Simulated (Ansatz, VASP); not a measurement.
# AlCo3C in two plane-wave programs, part 2 of 2

Aim: how closely do two programs agree when they are given the same cell, functional and k mesh? The cell is taken from a series of runs on this material, whose earlier steps may have relaxed, scaled, displaced or heated it; both programs get it as it stands.

VASP 6.6.1 and Ansatz 0.2.0.

So far. Step 3 (Ansatz: single point, PBEsol, pair 1): The run ends at a pressure of -8.47 GPa.

## Step 5: Ansatz: single point, PBEsol, pair 2

Level of this step: Ansatz beside VASP: Kohn-Sham DFT, plane waves, PBEsol (Ansatz).

With cell and atoms fixed, the geometry can't cause a difference; cores, projectors, grids and the points listed under the comparison can. The cell compared in this pair holds 48.27 Å³, against 51.60 Å³ for the pair before.

The cell is taken from a series of runs on this material, whose earlier steps may have relaxed, scaled, displaced or heated it; both programs get it as it stands.

input.yaml reads:

```yaml
crystal:
  lattice:
    - [3.6410311032, 0.0, 0.0]
    - [0.0, 3.6410311032, 0.0]
    - [0.0, 0.0, 3.6410311032]
  atoms:
    - { symbol: Al, position: [0.0, 0.0, 0.0] }
    - { symbol: Co, position: [0.0, 0.5, 0.5] }
    - { symbol: Co, position: [0.5, 0.0, 0.5] }
    - { symbol: Co, position: [0.5, 0.5, 0.0] }
    - { symbol: C, position: [0.5, 0.5, 0.5] }
kpoints:
  mp_grid: { grid: [12, 12, 12] }
hamiltonian:
  xc: pbesol
  pseudopotentials: { kind: paw, azcp: { folder: soft_1 }, xc_functional: pbe }
scf:
  occupations: { method: methfessel_paxton, width: 0.2 }
output:
  forces: true
  stress: true
  eigenvalues: true
```

On the command line:

```
$ ansatz run input.yaml --threads 4 --pin off --max-ram 10240MiB --backend cpu --events-out ev --progress --plain --runs-dir out
```

Numbers of over 12 decimals in the logs are rounded to 6 here.

Output:

```text
[...]
Crystal: 5 atoms, lattice volume = 48.270 Å³
Basis set: ecut = 420 eV, 949 PW (Γ), exchange–correlation on 50×50×50 points (8 copies of the dense FFT grid, shifted against one another)
Bands: 35, of which v1, the nominal top of the filled ones, is band 29 counted from 1 (28 counted from 0)
Symmetry: 48 space group operations
[...]
k-points: 84 of 1728
[...]
k-point 0: bands = [... 25 lower, 15.9530, 15.9530, 17.0033, 17.0033, 17.0033, 17.3060, 20.7077, 20.7077, ... 2 higher]
  k-point 1: bands = [... 25 lower, 15.9535, 15.9535, 17.0034, 17.0438, 17.0438, 17.2703, 20.4756, 20.7902, ... 2 higher]
  k-point 2: bands = [... 25 lower, 15.9515, 15.9515, 17.0036, 17.1644, 17.1676, 17.1676, 20.3277, 21.0184, ... 2 higher]
  k-point 83: bands = [... 25 lower, 15.0235, 16.4035, 16.4035, 17.0376, 17.0376, 17.0376, 19.3100, 19.3100, ... 2 higher]
[key lines of the parts left out:]
SCF converged after 9 iterations
Free energy (F): -16051.621863 eV
Fermi energy:    17.152217 eV
P = ⅓ Tr σ = 8.3127 GPa (83.127 kbar)
```

The run ends at a pressure of 8.31 GPa.

## Step 6: VASP: single point, PBEsol, pair 2

The same cell, functional, mesh and smearing now go to VASP, with its own data sets.

INCAR reads:

```
SYSTEM = AlCo3C
PREC = Accurate
ENCUT = 600
EDIFF = 1E-06
NELM = 120
ISMEAR = 1
SIGMA = 0.2
LREAL = .FALSE.
ALGO = Normal
GGA = PS
NBANDS = 23
LASPH = .TRUE.
LORBIT = 11
LWAVE = .FALSE.
LCHARG = .FALSE.
ISIF = 2
GGA_COMPAT = .FALSE.
KPAR = 2
```

POSCAR reads:

```
AlCo3C
1.0
    3.6410311032      0.0000000000      0.0000000000
    0.0000000000      3.6410311032      0.0000000000
    0.0000000000      0.0000000000      3.6410311032
Al Co C
1 3 1
Direct
    0.0000000000      0.0000000000      0.0000000000
    0.0000000000      0.5000000000      0.5000000000
    0.5000000000      0.0000000000      0.5000000000
    0.5000000000      0.5000000000      0.0000000000
    0.5000000000      0.5000000000      0.5000000000
```

KPOINTS reads:

```
Automatic mesh
0
Gamma
12 12 12
0 0 0
```

The projector-augmented-wave data sets are Al, Co and C (PBE family, release 64).

On the command line:

```
$ mpirun -np 2 vasp_std
```

Output:

```text
[banner, memory and clock lines left out]
running    2 mpi-ranks, on    1 nodes
[...]
[... a notice as in an earlier step ...]

 LDA part: xc-table for (Slater+PW92), standard interpolation
 POSCAR, INCAR and KPOINTS ok, starting setup
[...]
entering main loop
       N       E                     dE             d eps       ncg     rms          rms(c)
DAV:   1     0.240929420622E+03    0.24093E+03   -0.16510E+04  3872   0.200E+03
DAV:   2    -0.230571001553E+02   -0.26399E+03   -0.25094E+03  3864   0.378E+02
DAV:   3    -0.443322699323E+02   -0.21275E+02   -0.20348E+02  4920   0.129E+02
DAV:   4    -0.451731437612E+02   -0.84087E+00   -0.83692E+00  4522   0.246E+01
[...]
DAV:  13    -0.383761738889E+02    0.34771E-05   -0.29221E-05  5763   0.797E-02    0.116E-02
DAV:  14    -0.383761719769E+02    0.19119E-05   -0.55811E-06  4497   0.353E-02    0.310E-03
DAV:  15    -0.383761720562E+02   -0.79293E-07   -0.56202E-07  2093   0.598E-03
   1 F= -.38376172E+02 E0= -.38379979E+02  d E =0.114202E-01
```

OUTCAR, selected parts (step 6):

```text
  Total        2.5581901      2.5581901      2.5581901     -0.0000000      0.0000000     -0.0000000
  in kB       84.9122264     84.9122264     84.9122264     -0.0000000      0.0000000     -0.0000000
  external PRESSURE =      84.9122264 kB  Pullay stress =       0.0000000 kB

 POSITION                                       TOTAL-FORCE (eV/Angst)
 -----------------------------------------------------------------------------------
      0.00000      0.00000      0.00000         0.000000      0.000000      0.000000
      0.00000      1.82052      1.82052         0.000000      0.000000      0.000000
      1.82052      0.00000      1.82052         0.000000      0.000000      0.000000
      1.82052      1.82052      0.00000         0.000000      0.000000      0.000000
      1.82052      1.82052      1.82052         0.000000      0.000000      0.000000
 -----------------------------------------------------------------------------------
    total drift:                                0.000000      0.000000     -0.000000

  FREE ENERGIE OF THE ION-ELECTRON SYSTEM (eV)
  ---------------------------------------------------
  free  energy   TOTEN  =       -38.3761720562 eV

  energy  without entropy=      -38.3875922365  energy(sigma->0) =      -38.37997878

[... 3 further parts left out ...]
[key lines of the parts left out:]
E-fermi :  11.0848
```

The run ends at a pressure of 8.49 GPa.

## Step 7: Differences

What differs besides the data sets and the points named for the pairs above, as far as they apply: the data sets hold 58 valence electrons in Ansatz (on its PAW soft_1 files) and 34 in VASP. Total energies have different zeros and are not compared.

Both answers:

```tsv
quantity	Ansatz	VASP	difference
pressure (GPa)	8.31	8.49	-0.18
```

## Step 8: Outcome

| Item | Value |
| --- | --- |
| difference in pressure (single point, PBEsol, pair 1) | -0.074 GPa |
| difference in pressure (single point, PBEsol, pair 2) | -0.18 GPa |

The difference in pressure is -0.18 GPa (single point, PBEsol, pair 2), within the 1 GPa picked in this series as the mark of a large difference. The data sets hold unlike numbers of valence electrons (58 in Ansatz and 34 in VASP), so part of the differences comes from the potentials. Such differences can come from data sets, numerical settings and the points named under the comparisons, not from the functional's error against experiment.

[Lines on the potential files, build, host, timing and source positions are cut from VASP's logs without a mark.]

[Logs are printed without paths, hosts, clocks, repeated set-up lines and the standing remarks that a program may print on its own settings, such as how far it seeks lower states.]

[Hosts, paths, dates, database ids (printed as entryN), source tags and the programs' standing remarks are cut or masked in the printed files.]
